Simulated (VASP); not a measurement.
Here is a VASP 6.6.1 calculation.

INCAR

```
SYSTEM = Be3CdO4
  ALGO = Fast
  EDIFF = 1E-4
  EDIFFG = -0.08
  ENCUT = 520
  GGA = PE
  IBRION = 2
  ISIF = 3
  ISMEAR = 0
  KPAR = 4
  LASPH = .TRUE.
  LCHARG = .FALSE.
  LREAL = .FALSE.
  LWAVE = .FALSE.
  NELM = 60
  NSW = 24
  PREC = Normal
  SIGMA = 0.15
```

KPOINTS

```
k-points
0
G
  5 5 2
  0 0 0
```

The input POSCAR:

```
Be3CdO4
1.0
    3.0300000000      0.0000000000      0.0000000000
    0.0000000000      3.0300000000      0.0000000000
    0.0000000000      0.0000000000      8.5600000000
Be Cd O
3 1 4
Direct
    0.5000000000      0.5000000000      0.7300000000
    0.0000000000      0.0000000000      0.5000000000
    0.5000000000      0.5000000000      0.2700000000
    0.0000000000      0.0000000000      0.0000000000
    0.0000000000      0.5000000000      0.6200000000
    0.5000000000      0.0000000000      0.8500000000
    0.5000000000      0.0000000000      0.3800000000
    0.0000000000      0.5000000000      0.1500000000
```

Potentials or basis: VASP PAW PBE potentials, release 64 (Be, Cd, O).

Run with:

```sh
$ cat potpaw_PBE.64/Be/POTCAR potpaw_PBE.64/Cd/POTCAR potpaw_PBE.64/O/POTCAR > POTCAR
$ mpirun -np 4 vasp_std > vasp.out
```

Task: Estimate the relaxed cell.

Result: a = 2.860 Å, b = 2.860 Å, c = 8.738 Å, α = 90.00°, β = 90.00°, γ = 90.00°.

Task: Predict the space group after relaxing (to 0.05 Å).

Result: P-4m2 (No. 115).

Task: Estimate the relaxed volume.

Result: 8.93 Å³/atom.

Stress tensor (GPa, compression positive):
```
-0.54  0.00  0.00
 0.00 -0.54  0.00
 0.00  0.00 -0.64
```
